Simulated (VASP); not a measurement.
```yaml
crystal:
  lattice:
    - [0.00000, 1.91708, 1.91708]
    - [1.91708, 0.00000, 1.91708]
    - [1.91708, 1.91708, 0.00000]
  atoms:
    - { symbol: Os, position: [0.00000, 0.00000, 0.00000] }
```

All values below come from r2SCAN meta-GGA, VASP's PBE PAW potentials (set 64) (plane waves; VASP). Run with 400 eV cut-off, 18×18×18 Γ-centred mesh, tetrahedra with Blöchl corrections, potentials Os.

Task: Give the energies of bands 1 to 6 at the high-symmetry points, in eV from the Fermi level.

Result: 
```json
[
 {"band": "1", "Γ": "-11.24", "X": "-7.86", "U": "-6.74", "L": "-7.98", "W": "-6.00"},
 {"band": "2", "Γ": "-3.09", "X": "-7.13", "U": "-5.63", "L": "-3.27", "W": "-4.33"},
 {"band": "3", "Γ": "-3.09", "X": "2.41", "U": "-2.12", "L": "-3.27", "W": "-4.33"},
 {"band": "4", "Γ": "-3.09", "X": "2.46", "U": "0.30", "L": "-0.25", "W": "-0.82"},
 {"band": "5", "Γ": "0.03", "X": "3.24", "U": "2.19", "L": "2.52", "W": "3.25"},
 {"band": "6", "Γ": "0.03", "X": "3.24", "U": "7.70", "L": "2.52", "W": "10.06"}
]
```

It has no gap at this level: it comes out as a metal or semimetal.

The structure comes from a measured Os entry (Fm-3m) of the Crystallography Open Database, whose conditions weren't checked. It was relaxed first.
